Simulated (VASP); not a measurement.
Shape and ions are relaxed at each volume.

Energy against volume of CdS (wurtzite). The numbers are results of rev-vdW-DF2, VASP's PBE PAW potentials (set 64) (plane waves; VASP), not measurements.

```json
[
 {"V (Å³/atom)": "24.060", "E (eV/atom)": "-0.95170"},
 {"V (Å³/atom)": "24.828", "E (eV/atom)": "-0.96582"},
 {"V (Å³/atom)": "25.596", "E (eV/atom)": "-0.97026"},
 {"V (Å³/atom)": "26.364", "E (eV/atom)": "-0.96655"},
 {"V (Å³/atom)": "27.131", "E (eV/atom)": "-0.95593"}
]
```

### Question
Fit a third-order Birch-Murnaghan equation of state.

### Answer

* **volume per atom**: 25.61 Å³/atom
* **bulk modulus**: 56.5 GPa
* **pressure derivative of the bulk modulus**: 4.67

Measured: bulk modulus 60.7 GPa (computed value off by -6.9 %), as given by Cormac Toher et al., Physical Review Materials (2017), arXiv:1611.05714. The calculation is for a static lattice, while the measured bulk modulus holds thermal and zero-point effects, which are part of the difference.

The compound is CdS in the wurtzite structure. It was relaxed first.
